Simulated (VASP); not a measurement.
Computed with PBEsol GGA, VASP's PBE PAW potentials (set 64) (plane waves; VASP).

A VASP calculation is set up with these files.

### KPOINTS
```
Automatic mesh
0
Gamma
3 3 1
0 0 0
```

### POSCAR
```
CdSe(110) slab
1
    7.4671000506     0.0000000000     0.0000000000
   -0.0000000000     7.0252201352     0.0000000000
    0.0000000000     0.0000000000    25.8166655392
Cd Se
10 10
Direct
  0.1166292543   0.0296592724   0.3528037355
  0.8833707457   0.5296592724   0.3528037355
  0.6739654796   0.9883755680   0.4131444410
  0.3260345204   0.4883755680   0.4131444410
  0.1714818916   0.9917212251   0.5000000000
  0.8285181084   0.4917212251   0.5000000000
  0.6739654796   0.9883755680   0.5868555590
  0.3260345204   0.4883755680   0.5868555590
  0.1166292543   0.0296592724   0.6471962645
  0.8833707457   0.5296592724   0.6471962645
  0.1796789307   0.3740012404   0.3260385253
  0.8203210693   0.8740012404   0.3260385253
  0.6635653683   0.3668140347   0.4164156603
  0.3364346317   0.8668140347   0.4164156603
  0.1664562871   0.3705785439   0.5000000000
  0.8335437129   0.8705785439   0.5000000000
  0.6635653683   0.3668140347   0.5835843397
  0.3364346317   0.8668140347   0.5835843397
  0.1796789307   0.3740012404   0.6739614747
  0.8203210693   0.8740012404   0.6739614747
```

### INCAR
```
EDIFF = 1E-5   # SCF stop (eV)
LREAL = Auto   # projection in real space or not
IDIPOL = 3
GGA = PS   # PBEsol
ENCUT = 400   # plane-wave cut-off (eV)
LDIPOL = .TRUE.
LWAVE = .TRUE.
ISIF = 2   # forces and stress, cell fixed
ALGO = Normal   # blocked Davidson
NSW = 120   # most ionic steps
DIPOL = 0.5 0.5 0.5
LMAXMIX = 4
IBRION = 2
ISMEAR = 0   # Gaussian
SYSTEM = CdSe(110) slab
NELM = 100
LASPH = .TRUE.
EDIFFG = -0.03   # ionic stop
LCHARG = .FALSE.
NELMIN = 4
PREC = Normal
SIGMA = 0.05
```

POTCAR, in this order: Cd Se (PBE.64 set). Program: vasp_std.

Question: Estimate the energy per atom (σ→0), band gap (on the k-mesh).

Answer: 
| Item | Value |
|---|---|
| energy per atom (σ→0) | -2.987 eV/atom |
| band gap (on the k-mesh) | 1.37 eV |

### OSZICAR
```
...
  10 F= -.59742700E+02 E0= -.59742700E+02  d E =-.139208E-02
       N       E                     dE             d eps       ncg     rms          rms(c)
DAV:   1    -0.597422321424E+02    0.47363E-03   -0.14866E+00   864   0.354E+00    0.210E-01
DAV:   2    -0.597435946954E+02   -0.13626E-02   -0.15588E-02   936   0.357E-01    0.842E-02
DAV:   3    -0.597435625349E+02    0.32161E-04   -0.21513E-04   992   0.466E-02    0.607E-02
DAV:   4    -0.597435431790E+02    0.19356E-04   -0.73052E-05   928   0.296E-02    0.159E-02
DAV:   5    -0.597435444220E+02   -0.12430E-05   -0.15796E-05   592   0.157E-02
  11 F= -.59743544E+02 E0= -.59743544E+02  d E =-.844588E-03
```

The cell is a thin slab with vacuum, built from CdSe (wurtzite): (110) face.
